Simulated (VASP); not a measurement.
VASP runs on Na2S (antifluorite) share one base input (PBE GGA, plane waves, VASP's PBE PAW potentials (set 64)) and change the settings named in each case.

File POSCAR:
```
Na2S
1
    0.0000000000     3.2700000000     3.2700000000
    3.2700000000     0.0000000000     3.2700000000
    3.2700000000     3.2700000000     0.0000000000
Na S
2 1
Direct
  0.2500000000   0.2500000000   0.2500000000
  0.7500000000   0.7500000000   0.7500000000
  0.0000000000   0.0000000000   0.0000000000
```

KPOINTS:
```
kpoints
0
G
  6 6 6
0 0 0
```

INCAR:
```
# general
SYSTEM = Na2S
PREC   = Accurate
ENCUT  = 400   # plane-wave cut-off (eV)
LREAL  = .FALSE.   # projection in real space or not
LASPH  = .TRUE.   # aspherical one-centre terms

# electronic loop
EDIFF  = 1E-6
NELM   = 100   # most electronic steps
ALGO   = Normal   # blocked Davidson

# smearing
ISMEAR = 0
SIGMA  = 0.05

# functional
GGA    = PE   # PBE

# ions
ISIF   = 2   # forces and stress, cell fixed

# output
LWAVE  = .FALSE.
LCHARG = .FALSE.
```

POTCAR, in this order: Na_pv S (PBE.64 set). Program: vasp_std.

| change | E(σ→0) (eV/atom) | gap on the mesh (eV) | −TS (eV) |
|---|---|---|---|
| base run | -3.3248 | 2.49 | 0.0000 |
| NELECT = 19.5 | -3.3189 | 0.00 | -0.0080 |
| NELECT = 19.9 | -3.3297 | 0.00 | -0.0037 |
| NELECT = 19.98 | -3.3261 | 0.00 | -0.0012 |
| NELECT = 20.02 | -3.3045 | 0.00 | -0.0006 |
| NELECT = 20.1 | -3.2137 | 0.00 | -0.0007 |
| NELECT = 20.5 | -2.6898 | 0.00 | -0.0025 |
 Charged cells carry a uniform compensating background.

Left out are runs that ran out of time, are held back, or changed the cell or the kind of run, fixed moments of cells without a moment, rows past the twelfth, gaps on odd meshes, pressures of charged cells and columns that move by less than the noise.

The compound is Na2S in the antifluorite structure. The cell was not relaxed at this level.
